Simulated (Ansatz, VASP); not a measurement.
ScZn: VASP beside Ansatz

INCAR

```
SYSTEM = ScZn
PREC = Accurate
ENCUT = 600
EDIFF = 1E-6
ISMEAR = 0
SIGMA = 0.1
LREAL = .FALSE.
LASPH = .TRUE.
NELM = 60
ALGO = Normal
ISIF = 3
LWAVE = .FALSE.
LCHARG = .FALSE.
IBRION = 2
NSW = 100
EDIFFG = -0.005
```

KPOINTS

```
Automatic mesh
0
G
  14 14 14
  0 0 0
```

POSCAR

```
ScZn
1.0
    3.2570241564      0.0000000000      0.0000000000
    0.0000000000      3.2570241564      0.0000000000
    0.0000000000      0.0000000000      3.2570241564
Sc Zn
1 1
Direct
    0.0000000000      0.0000000000      0.0000000000
    0.5000000000      0.5000000000      0.5000000000
```

Input for Ansatz:

```yaml
crystal:
  lattice:
    - [3.2570241564, 0.0, 0.0]
    - [0.0, 3.2570241564, 0.0]
    - [0.0, 0.0, 3.2570241564]
  atoms:
    - { symbol: Sc, position: [0.0, 0.0, 0.0] }
    - { symbol: Zn, position: [0.5, 0.5, 0.5] }
basis:
  ecutwfc: 420
kpoints:
  mp_grid: { grid: [14, 14, 14] }
hamiltonian:
  xc: lda
scf:
  occupations: { method: gaussian, width: 0.1 }
output:
  forces: true
  stress: true
  eigenvalues: true
relax:
  adjacent_minimum: "off"
  f_tol: 0.005
  max_steps: 80
  cell: { stress_tol: 0.05 }
```

Alike in both runs: task relaxation of cell and atoms; functional LDA; k mesh 14 × 14 × 14; occupations gaussian, width 0.1 eV; no spin polarisation.

```csv
,VASP,Ansatz
version,VASP 6.6.1,Ansatz 0.2.0
potentials or method,"VASP PAW LDA potentials, release 64 (Sc_sv, Zn)","scalar-relativistic, plane waves, PAW"
plane-wave cutoff (eV),600,420
valence electrons in the cell,23,23
```

```csv
,VASP,Ansatz,Ansatz less VASP
"gap on the k mesh at the Fermi level, each at its own relaxed structure (eV)",none,none,-
relaxed volume (Å³/atom),17.35,17.28,-0.079
relaxed cell length with the largest relative difference (Å),3.262,3.257,-0.0049
```

A gap of «none» marks a metal or a gap that the smearing closes.
